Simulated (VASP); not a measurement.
Set up this calculation in VASP 6.6.1, as the native input.

```yaml
Task: single point
Functional: LDA
Potentials_or_basis: VASP PAW LDA potentials, release 64 (Ga_d, Ir)
Cutoff: 520 eV
k_mesh: 6 × 6 × 6
Occupations: fermi-dirac, width 0.1 eV
Spin: no spin polarisation
Dipole_correction: no
Further_INCAR_settings: ALGO = Fast; EDIFF = 1e-06; NBANDS = 18
```

The structure of GaIr lies in POSCAR:

```
GaIr
1.0
    3.0040000000      0.0000000000      0.0000000000
    0.0000000000      3.0040000000      0.0000000000
    0.0000000000      0.0000000000      3.0040000000
Ga Ir
1 1
Direct
    0.0000000000      0.0000000000      0.0000000000
    0.5000000000      0.5000000000      0.5000000000
```

These files were run (other wordings do the same):

INCAR

```
PREC = Accurate
ENCUT = 520
EDIFF = 1E-6
ISMEAR = -1
SIGMA = 0.1
LREAL = False
LASPH = True
NELM = 100
ALGO = Fast
ISIF = 2
LWAVE = False
LCHARG = False
NBANDS = 18
```

KPOINTS

```
regular mesh
0
Gamma
  6 6 6
```

Potentials or basis: VASP PAW LDA potentials, release 64 (Ga_d, Ir).

Run with:

```bash
$ cat potpaw_LDA.64/Ga_d/POTCAR potpaw_LDA.64/Ir/POTCAR > POTCAR
$ mpirun -np 1 vasp_std > vasp.out
```

It gave:

```
Pressure               : 0.1 GPa
Band gap on the k mesh : none (metal or under the smearing width)
```

It took 12 s on 1 thread of Intel(R) Xeon(R) Platinum 8488C (Sapphire Rapids), with other jobs on the host, peak memory 0.13 GiB.
